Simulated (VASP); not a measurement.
Output of a VASP run:

**OSZICAR**
```
...
RMM:   4    -0.550391816955E+03    0.20753E-04   -0.33782E-04   321   0.422E-02    0.146E-02
RMM:   5    -0.550391821556E+03   -0.46015E-05   -0.61714E-05   246   0.162E-02
  22 F= -.55039182E+03 E0= -.55039182E+03  d E =-.189905E-02
       N       E                     dE             d eps       ncg     rms          rms(c)
DAV:   1    -0.550391868076E+03   -0.51122E-04   -0.11409E-02   376   0.294E-01    0.344E-02
RMM:   2    -0.550391860930E+03    0.71468E-05   -0.20006E-04   320   0.370E-02    0.117E-02
RMM:   3    -0.550391861736E+03   -0.80635E-06   -0.26599E-05   219   0.131E-02    0.757E-03
RMM:   4    -0.550391861419E+03    0.31724E-06   -0.56196E-06   190   0.552E-03
  23 F= -.55039186E+03 E0= -.55039186E+03  d E =-.193891E-02
       N       E                     dE             d eps       ncg     rms          rms(c)
DAV:   1    -0.550392565583E+03   -0.70385E-03   -0.23530E-01   320   0.134E+00    0.143E-01
RMM:   2    -0.550392487362E+03    0.78221E-04   -0.34885E-03   320   0.156E-01    0.526E-02
RMM:   3    -0.550392489792E+03   -0.24296E-05   -0.47729E-04   323   0.558E-02    0.309E-02
RMM:   4    -0.550392482776E+03    0.70159E-05   -0.11126E-04   305   0.243E-02    0.835E-03
RMM:   5    -0.550392484345E+03   -0.15692E-05   -0.21036E-05   210   0.928E-03
  24 F= -.55039248E+03 E0= -.55039248E+03  d E =-.622926E-03
       N       E                     dE             d eps       ncg     rms          rms(c)
DAV:   1    -0.550392488357E+03   -0.55804E-05   -0.15826E-03   376   0.111E-01    0.116E-02
RMM:   2    -0.550392487671E+03    0.68592E-06   -0.22076E-05   204   0.122E-02    0.426E-03
RMM:   3    -0.550392487621E+03    0.49866E-07   -0.25322E-06   183   0.422E-03    0.246E-03
RMM:   4    -0.550392487531E+03    0.89367E-07   -0.30913E-07    88   0.184E-03
  25 F= -.55039249E+03 E0= -.55039249E+03  d E =-.626113E-03
       N       E                     dE             d eps       ncg     rms          rms(c)
DAV:   1    -0.550392862001E+03   -0.37438E-03   -0.97074E-02   336   0.874E-01    0.942E-02
RMM:   2    -0.550392822046E+03    0.39955E-04   -0.14175E-03   320   0.101E-01    0.345E-02
RMM:   3    -0.550392825746E+03   -0.36995E-05   -0.19697E-04   323   0.358E-02    0.203E-02
RMM:   4    -0.550392823979E+03    0.17672E-05   -0.45951E-05   240   0.153E-02
  26 F= -.55039282E+03 E0= -.55039282E+03  d E =-.336447E-03
       N       E                     dE             d eps       ncg     rms          rms(c)
DAV:   1    -0.550392824574E+03    0.11720E-05   -0.83289E-06   256   0.627E-03    0.323E-03
RMM:   2    -0.550392824667E+03   -0.93583E-07   -0.13234E-06   139   0.304E-03    0.208E-03
RMM:   3    -0.550392824695E+03   -0.27754E-07   -0.30269E-07    95   0.167E-03    0.581E-04
RMM:   4    -0.550392824696E+03   -0.38926E-09    0.00000E+00    50   0.127E-03
  27 F= -.55039282E+03 E0= -.55039282E+03  d E =-.337164E-03
       N       E                     dE             d eps       ncg     rms          rms(c)
DAV:   1    -0.550392968139E+03   -0.14344E-03   -0.31164E-02   336   0.495E-01    0.480E-02
RMM:   2    -0.550392963965E+03    0.41734E-05   -0.48334E-04   320   0.595E-02    0.189E-02
RMM:   3    -0.550392964433E+03   -0.46818E-06   -0.66976E-05   268   0.212E-02    0.110E-02
RMM:   4    -0.550392964092E+03    0.34143E-06   -0.14795E-05   200   0.870E-03
  28 F= -.55039296E+03 E0= -.55039296E+03  d E =-.139396E-03
```

OUTCAR:
```
------------------------ aborting loop because EDIFF is reached ----------------------------------------
  FORCE on cell =-STRESS in cart. coord.  units (eV):
  Direction    XX          YY          ZZ          XY          YZ          ZX
  --------------------------------------------------------------------------------------
  Total        4.7597637      4.6816174      4.6827377     -5.2135480     -5.2785691     -5.2121596
  in kB       20.0208439     19.6921395     19.6968516    -21.9295825    -22.2030786    -21.9237422
  external PRESSURE =      19.8032783 kB  Pullay stress =       0.0000000 kB
  volume of cell :      380.90
      direct lattice vectors                 reciprocal lattice vectors
     7.248884826  0.000000000  0.000000000     0.137952254  0.000000000  0.000000000
     0.000000000  7.248884826  0.000000000     0.000000000  0.137952254  0.000000000
     0.000000000  0.000000000  7.248884826     0.000000000  0.000000000  0.137952254
  FREE ENERGIE OF THE ION-ELECTRON SYSTEM (eV)
  ---------------------------------------------------
  free  energy   TOTEN  =      -550.3929640919 eV

  energy  without entropy=     -550.3929640919  energy(sigma->0) =     -550.39296409

 reached required accuracy - stopping structural energy minimisation
```
(Selected blocks of OUTCAR.)

### POSCAR
```
B32N31Si
1
    7.2488848260     0.0000000000     0.0000000000
    0.0000000000     7.2488848260     0.0000000000
   -0.0000000000    -0.0000000000     7.2488848260
B N Si
32 31 1
Direct
  0.5000000000   0.0000000000   0.0000000000
  0.7542500000   0.2443960000   0.0027680000
  0.7565400000   0.0004990000   0.2501000000
  0.0000000000   0.0000000000   0.0000000000
  0.2500000000   0.2500000000   0.0000000000
  0.5034640000   0.5003420000   0.0042300000
  0.7500000000   0.7500000000   0.0000000000
  0.2500000000   0.0000000000   0.2500000000
  0.5027990000   0.2568010000   0.2518910000
  0.7431490000   0.4940840000   0.2509450000
  0.5032700000   0.0068770000   0.4934210000
  0.7441190000   0.2469870000   0.4942700000
  0.7500000000   0.0000000000   0.7500000000
  0.0000000000   0.5000000000   0.0000000000
  0.2500000000   0.7500000000   0.0000000000
  0.0000000000   0.2500000000   0.2500000000
  0.2494390000   0.5006050000   0.2510590000
  0.5020570000   0.7566080000   0.2529940000
  0.0000000000   0.0000000000   0.5000000000
  0.2433970000   0.2446250000   0.4964780000
  0.4971070000   0.5005510000   0.4946640000
  0.7544840000   0.7493610000   0.5014570000
  0.2500000000   0.0000000000   0.7500000000
  0.5055630000   0.2502700000   0.7560440000
  0.7473140000   0.4963830000   0.7486340000
  0.0000000000   0.7500000000   0.2500000000
  0.0000000000   0.5000000000   0.5000000000
  0.2500000000   0.7500000000   0.5000000000
  0.0000000000   0.2500000000   0.7500000000
  0.2500000000   0.5000000000   0.7500000000
  0.5000000000   0.7500000000   0.7500000000
  0.0000000000   0.7500000000   0.7500000000
  0.6196410000   0.1265320000   0.1221840000
  0.8809870000   0.3797330000   0.1291490000
  0.8812910000   0.1288130000   0.3762530000
  0.1250000000   0.1250000000   0.1250000000
  0.3787780000   0.3756750000   0.1202730000
  0.6279950000   0.6183040000   0.1251820000
  0.8750000000   0.8750000000   0.1250000000
  0.3797080000   0.1264600000   0.3743830000
  0.8773430000   0.6298060000   0.3716110000
  0.6318420000   0.1194690000   0.6291040000
  0.8806610000   0.3780770000   0.6289370000
  0.8750000000   0.1250000000   0.8750000000
  0.1250000000   0.6250000000   0.1250000000
  0.3750000000   0.8750000000   0.1250000000
  0.1250000000   0.3750000000   0.3750000000
  0.3685730000   0.6208280000   0.3717210000
  0.6250000000   0.8750000000   0.3750000000
  0.1250000000   0.1250000000   0.6250000000
  0.3799040000   0.3682310000   0.6198080000
  0.6289510000   0.6208770000   0.6242010000
  0.8750000000   0.8750000000   0.6250000000
  0.3750000000   0.1250000000   0.8750000000
  0.6250000000   0.3750000000   0.8750000000
  0.8750000000   0.6250000000   0.8750000000
  0.1250000000   0.8750000000   0.3750000000
  0.1250000000   0.6250000000   0.6250000000
  0.3750000000   0.8750000000   0.6250000000
  0.1250000000   0.3750000000   0.8750000000
  0.3750000000   0.6250000000   0.8750000000
  0.6250000000   0.8750000000   0.8750000000
  0.1250000000   0.8750000000   0.8750000000
  0.6183380000   0.3700150000   0.3770100000
```

Task: Write an INCAR and KPOINTS that could have produced this output.

Result: One answer among several that fit: the input of the run itself, PBE GGA, plane waves, VASP's PBE PAW potentials (set 64).

### KPOINTS
```
Automatic mesh
0
Gamma
1 1 1
0 0 0
```

### INCAR
```
! general
SYSTEM=B32N31Si
PREC  =Normal
ENCUT =400
LREAL =Auto
LASPH =.True.
ISYM  =0
NELECT=254.0

! electronic loop
EDIFF =1E-5   ! SCF stop (eV)
NELM  =100   ! most electronic steps
NELMIN=4
ALGO  =Fast   ! Davidson, then RMM-DIIS

! smearing
ISMEAR=0   ! Gaussian
SIGMA =0.05   ! width (eV)

! functional
GGA   =PE

! ions
IBRION=2   ! conjugate gradients
NSW   =60   ! most ionic steps
ISIF  =2   ! forces and stress, cell fixed
EDIFFG=-0.03

! output
LWAVE =.True.
LCHARG=.False.
```

POTCAR, in this order: B N Si (PBE.64 set). Program: vasp_gam.

At this cut-off the stress carries a Pulay error, which pulls relaxed volumes low. The cell is charged, with a uniform compensating background. The supercell is sampled at Γ alone, which is coarse: total energies, pressure and levels can be off, energies of defects by several tenths of an eV.

The cell is a supercell with a defect, built from BN (zinc blende): Si_N, charge +1. The run is not spin-polarised, so no state with unpaired spins was tried.
